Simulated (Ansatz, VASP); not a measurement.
## Two plane-wave programs on ReSbN

```xyz
6
Lattice="3.4321 0.0000 0.0000 0.0000 3.4321 0.0000 0.0000 0.0000 8.5926" Properties=species:S:1:pos:R:3 pbc="T T T"
Re    0.0000    1.7161    7.5034
Re    1.7161    0.0000    1.0892
Sb    0.0000    1.7161    2.8653
Sb    1.7161    0.0000    5.7273
N     0.0000    0.0000    0.0000
N     1.7161    1.7161    0.0000
```

The cell comes from a database or a generator and needn't be the stable form of this composition.

Alike in both runs: task single point; functional PBE; k mesh 8 × 8 × 3; occupations fermi-dirac, width 0.05 eV; no spin polarisation.

```csv
,VASP,Ansatz
version,VASP 6.6.1,Ansatz 0.2.0
potentials or method,"VASP PAW PBE potentials, release 64 (Re, Sb, N)",Ansatz PAW
plane-wave cutoff (eV),520,420
valence electrons in the cell,34,70
```

```tsv
	VASP	Ansatz	Ansatz less VASP
gap on the k mesh at the Fermi level (eV)	none	none	-
pressure (GPa)	0.0	-1.3	-1.33
largest component of the traceless stress (GPa)	0.53	0.66	+0.126
rms of the force components (eV/Å)	0.025	0.107	+0.0817
```

Atom by atom the forces differ by 0.118 eV/Å (rms over components). A gap of «none» marks a metal or a gap that the smearing closes. The functional is the same, so the differences come from potentials, cutoffs and numerics. The two sets of potentials don't hold the same shells in valence.

Caveats: this functional lacks dispersion, which binds the layers, so the pressure and a relaxed spacing across them are unreliable. Spin-orbit coupling is left out, which matters for the levels of Re, Sb.
